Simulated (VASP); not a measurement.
Write the native input for VASP 6.6.1 that does the following.

```
Task                   : relaxation of cell and atoms
Functional             : r2SCAN
Potentials or basis    : VASP PAW PBE potentials, release 64 (Y_sv, Ge_d)
Cutoff                 : 600 eV
k mesh                 : 6 × 6 × 6
Occupations            : fermi-dirac, width 0.05 eV
Spin                   : no spin polarisation
Further INCAR settings : ALGO = Normal; EDIFF = 1e-07; IBRION = 2; EDIFFG = -0.01; NSW = 40; ISIF = 3
```

The structure of Y3Ge lies in POSCAR:

```
Y3Ge
1.0
   -2.2653940000      2.2653940000      5.1970200000
    2.2653940000     -2.2653940000      5.1970200000
    2.2653940000      2.2653940000     -5.1970200000
Y Ge
3 1
Direct
    0.5000000000      0.5000000000      0.0000000000
    0.2500000000      0.7500000000      0.5000000000
    0.7500000000      0.2500000000      0.5000000000
    0.0000000000      0.0000000000      0.0000000000
```

The cell comes from a database or a generator and needn't be the stable form of this composition.

One way to write it, as run:

INCAR

```
SYSTEM = Y3Ge
PREC = Accurate
ENCUT = 600
EDIFF = 1E-7
ISMEAR = -1
SIGMA = 0.05
LREAL = .FALSE.
LASPH = .TRUE.
NELM = 60
ALGO = Normal
ISIF = 3
LWAVE = .FALSE.
LCHARG = .FALSE.
METAGGA = R2SCAN
LMIXTAU = .TRUE.
IBRION = 2
NSW = 40
EDIFFG = -0.01
```

KPOINTS

```
Automatic mesh
0
G
  6 6 6
  0 0 0
```

Potentials or basis: VASP PAW PBE potentials, release 64 (Y_sv, Ge_d).

Launch:

```sh
$ cat potpaw_PBE.64/Y_sv/POTCAR potpaw_PBE.64/Ge_d/POTCAR > POTCAR
$ mpirun -np 1 vasp_std > vasp.out
```

Results of the run:

```json
{
 "Relaxed volume": "26.50 Å³/atom",
 "Relaxed cell": "a = 6.118 Å, b = 6.118 Å, c = 6.118 Å, α = 136.79°, β = 136.79°, γ = 62.76°",
 "Space group after relaxing (to 0.05 Å)": "I4/mmm (No. 139)",
 "Energy gained by relaxing": "0.8 meV/atom",
 "Ionic steps": "5",
 "Pressure after relaxing": "0.0 GPa",
 "Band gap on the k mesh": "none (metal or under the smearing width)"
}
```

Caveat: the PAW data sets were made with another functional, which shifts forces and pressure a little.

Run time: 31 min on 1 thread of Intel(R) Xeon(R) 6975P-C (Granite Rapids), with other jobs on the host, peak memory 0.49 GiB.
